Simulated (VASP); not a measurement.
# Shielding tensors and field gradients of Al2O3, part 4 of 8

What are the shielding tensors of Al2O3? The cell has space group Pnnm, a computed entry that need not be the common form of this compound. The start is a computed cell from the Materials Project.

VASP 6.6.1, plane waves and PAW; the level of theory is named at each step.

So far. Step 2 (Relaxation): At r2SCAN, with these data sets, the largest force is down to 0.0094 eV/Å. Step 3 (Ground state): The cell has a gap of 3.33 eV on this mesh and a pressure of -4.0 GPa, which holds the misfit of the given cell and coordinates with this functional, and any error of cutoff, mesh and data sets.

## Step 4: Shielding tensors (continued)

Level of this step: chemical shifts by linear response (GIPAW), LDA; plane waves and PAW (Al, O) (VASP).

Parts of OUTCAR (step 4):

```text
 Found     60 irreducible k-points:

   k-points           NKPTS =     60   k-points in BZ     NKDIM =     60   number of bands    NBANDS=     34

   dimension x,y,z NGX =    36 NGY =   80 NGZ =   24
   dimension x,y,z NGXF=    72 NGYF=  160 NGZF=   48

   ENCUT  =  560.0 eV  41.16 Ry    6.42 a.u.   8.90 18.45  6.02*2*pi/ulx,y,z

   NELECT =      48.0000    total number of electrons

  Total       -2.1083227     -0.6866067     -8.9006508      0.0000000      0.0000000      0.0000000
  in kB      -24.5385473     -7.9913434   -103.5937457      0.0000000      0.0000000      0.0000000
  external PRESSURE =     -45.3745455 kB  Pullay stress =       0.0000000 kB

  energy-cutoff  :      560.00
  volume of cell :      137.66
      direct lattice vectors                 reciprocal lattice vectors
     4.613777000  0.000000000  0.000000000     0.216742162  0.000000000  0.000000000
     0.000000000  9.563279000  0.000000000     0.000000000  0.104566645  0.000000000
     0.000000000  0.000000000  3.119862000     0.000000000  0.000000000  0.320526998

 POSITION                                       TOTAL-FORCE (eV/Angst)
 -----------------------------------------------------------------------------------
      0.21804      7.90538      0.00000         0.011432     -0.002771      0.000000
      4.39574      1.65790      0.00000        -0.011432      0.002771      0.000000
      2.52493      6.43954      1.55993         0.011432      0.002771     -0.000000
      2.08885      3.12374      1.55993        -0.011432     -0.002771      0.000000
      2.30689      4.78164      1.55993         0.000000      0.000000      0.000000
      0.97069      7.34745      1.55993        -0.014129      0.006382     -0.000000
      1.33620      2.56581      0.00000         0.014129      0.006382      0.000000
      3.27758      6.99747      0.00000        -0.014129     -0.006382     -0.000000
      0.00000      0.00000      0.00000         0.000000      0.000000      0.000000
      3.64309      2.21583      1.55993         0.014129     -0.006382      0.000000
 -----------------------------------------------------------------------------------
    total drift:                               -0.000000      0.000000      0.000000

 Electric field gradients after diagonalization (V/A^2)
 (convention: |V_zz| > |V_xx| > |V_yy|)
----------------------------------------------------------------------
 ion       V_xx      V_yy      V_zz     asymmetry (V_yy - V_xx)/ V_zz
----------------------------------------------------------------------
   1      24.505     8.711   -33.216       0.475
   2      24.505     8.711   -33.216       0.475
   3      24.505     8.711   -33.216       0.475
   4      24.505     8.711   -33.216       0.475
   5     -28.898   -14.428    43.326       0.334
   6      41.345    19.213   -60.558       0.365
   7      41.345    19.213   -60.558       0.365
   8      41.345    19.213   -60.558       0.365
   9     -28.898   -14.428    43.326       0.334
  10      41.345    19.213   -60.558       0.365
----------------------------------------------------------------------

  ORBITAL MAGNETIC SUSCEPTIBILITY, excluding core contribution
 -------------------------------------------------------------
  Approximate magnetic susceptibility, pGv (10^-6 cm^3/mole)
     1        -70.233611          0.000000          0.000000
     2          0.000000        -69.953445          0.000000
     3          0.000000          0.000000        -69.802195
 -------------------------------------------------------------
  Approximate magnetic susceptibility, vGv (10^-6 cm^3/mole)
     1        -68.189437          0.000000          0.000000
     2          0.000000        -68.538863          0.000000
     3          0.000000          0.000000        -68.220321

  CSA tensor (J. Mason, Solid State Nucl. Magn. Reson. 2, 285 (1993))
  for chemical shielding  (including the isotropic core contribution)

  BDIR labels direction of applied magnetic field (i.e. B0)
  For BDIR==1, B0 along x-axis, etc.
  Induced field listed along cartesian directions for each BDIR
 ------------------------------------------------------------------------------------------
                 EXCLUDING G=0 CONTRIBUTION              INCLUDING G=0 CONTRIBUTION
 ------------------------------------------------------------------------------------------
  ion  BDIR            X           Y           Z                X           Y           Z
          (   iso_shield        span        skew ) (   iso_shield        span        skew )
 ------------------------------------------------------------------------------------------
    1     1     444.1290     -8.1862      0.0000         452.4863     -8.1862      0.0000
          2     -11.1049    510.5038      0.0000         -11.1049    518.8328      0.0000
          3       0.0000     -0.0000    454.0997           0.0000     -0.0000    462.4134
          (     469.5775     69.1213      0.6718 ) (     477.9108     69.0941      0.6729 )

    2     1     444.1290     -8.1862      0.0000         452.4863     -8.1862      0.0000
          2     -11.1049    510.5038      0.0000         -11.1049    518.8328      0.0000
          3       0.0000     -0.0000    454.0997           0.0000     -0.0000    462.4134
          (     469.5775     69.1213      0.6718 ) (     477.9108     69.0941      0.6729 )

    3     1     444.1290      8.1862      0.0000         452.4863      8.1862      0.0000
          2      11.1049    510.5038      0.0000          11.1049    518.8328      0.0000
          3      -0.0000     -0.0000    454.0997          -0.0000     -0.0000    462.4134
          (     469.5775     69.1213      0.6718 ) (     477.9108     69.0941      0.6729 )

    4     1     444.1290      8.1862      0.0000         452.4863      8.1862      0.0000
          2      11.1049    510.5038      0.0000          11.1049    518.8328      0.0000
          3      -0.0000     -0.0000    454.0997          -0.0000     -0.0000    462.4134
          (     469.5775     69.1213      0.6718 ) (     477.9108     69.0941      0.6729 )

    5     1     163.7662     -2.4461      0.0000         172.1234     -2.4461      0.0000
          2       5.9125    247.3692      0.0000           5.9125    255.6982      0.0000
          3       0.0000      0.0000    199.2578           0.0000      0.0000    207.5715
          (     203.4644     83.6749      0.1508 ) (     211.7977     83.6466      0.1516 )

    6     1     215.1153    -19.7054      0.0000         223.4726    -19.7054      0.0000
          2     -19.7916    174.1434      0.0000         -19.7916    182.4723      0.0000
          3       0.0000      0.0000    203.5284           0.0000      0.0000    211.8421
          (     197.5957     56.9098     -0.3127 ) (     205.9290     56.9301     -0.3116 )

    7     1     215.1153     19.7054      0.0000         223.4726     19.7054      0.0000
          2      19.7916    174.1434      0.0000          19.7916    182.4723      0.0000
          3      -0.0000      0.0000    203.5284          -0.0000      0.0000    211.8421
          (     197.5957     56.9098     -0.3127 ) (     205.9290     56.9301     -0.3116 )

    8     1     215.1153     19.7054      0.0000         223.4726     19.7054      0.0000
          2      19.7916    174.1434      0.0000          19.7916    182.4723      0.0000
          3      -0.0000      0.0000    203.5284          -0.0000      0.0000    211.8421
          (     197.5957     56.9098     -0.3127 ) (     205.9290     56.9301     -0.3116 )

    9     1     163.7662      2.4461      0.0000         172.1234      2.4461      0.0000
          2      -5.9125    247.3692      0.0000          -5.9125    255.6982      0.0000
          3       0.0000      0.0000    199.2578           0.0000      0.0000    207.5715
          (     203.4644     83.6749      0.1508 ) (     211.7977     83.6466      0.1516 )

   10     1     215.1153    -19.7054      0.0000         223.4726    -19.7054      0.0000
          2     -19.7916    174.1434      0.0000         -19.7916    182.4723      0.0000
          3       0.0000      0.0000    203.5284           0.0000      0.0000    211.8421
          (     197.5957     56.9098     -0.3127 ) (     205.9290     56.9301     -0.3116 )
 ------------------------------------------------------------------------------------------

[... 4 parts as in an earlier step ...]

[... 2 further parts left out ...]
```

This step gave:

| Item | Value |
| --- | --- |
| free energy (TOTEN) | -80.7547 eV |
| Fermi energy | 1.646 eV |
| pressure | -4.537 GPa |
| gap on the k-mesh | 3.326 eV |
| least direct gap on the k-mesh | 3.326 eV |

Valence and core; the G = 0 term is that of a spherical sample. NMR shielding, by row:

```
atom  isotropic shielding (ppm)  span (ppm)     skew  isotropic shielding without the G = 0 term (ppm)
 Al1                      477.9       69.09   0.6729                                             469.6
 Al2                      477.9       69.09   0.6729                                             469.6
 Al3                      477.9       69.09   0.6729                                             469.6
 Al4                      477.9       69.09   0.6729                                             469.6
  O5                      211.8       83.65   0.1516                                             203.5
  O6                      205.9       56.93  -0.3116                                             197.6
  O7                      205.9       56.93  -0.3116                                             197.6
  O8                      205.9       56.93  -0.3116                                             197.6
  O9                      211.8       83.65   0.1516                                             203.5
 O10                      205.9       56.93  -0.3116                                             197.6
```

Ordered as |Vzz| ≥ |Vxx| ≥ |Vyy|, the program's way. Electric field gradients, by row:

```
atom  Vxx (V/Å²)  Vyy (V/Å²)  Vzz (V/Å²)  asymmetry
 Al1        24.5       8.711      -33.22      0.475
 Al2        24.5       8.711      -33.22      0.475
 Al3        24.5       8.711      -33.22      0.475
 Al4        24.5       8.711      -33.22      0.475
  O5       -28.9      -14.43       43.33      0.334
  O6       41.34       19.21      -60.56      0.365
  O7       41.34       19.21      -60.56      0.365
  O8       41.34       19.21      -60.56      0.365
  O9       -28.9      -14.43       43.33      0.334
 O10       41.34       19.21      -60.56      0.365
```

(Continued in part 5 of 8.)

[Lines on the potential files, build, host, timing and source positions are cut from VASP's logs without a mark.]

[Logs are printed without paths, hosts, clocks, repeated set-up lines and the standing remarks that a program may print on its own settings, such as how far it seeks lower states.]

[Hosts, paths, dates, database ids (printed as entryN), source tags and the programs' standing remarks are cut or masked in the printed files.]
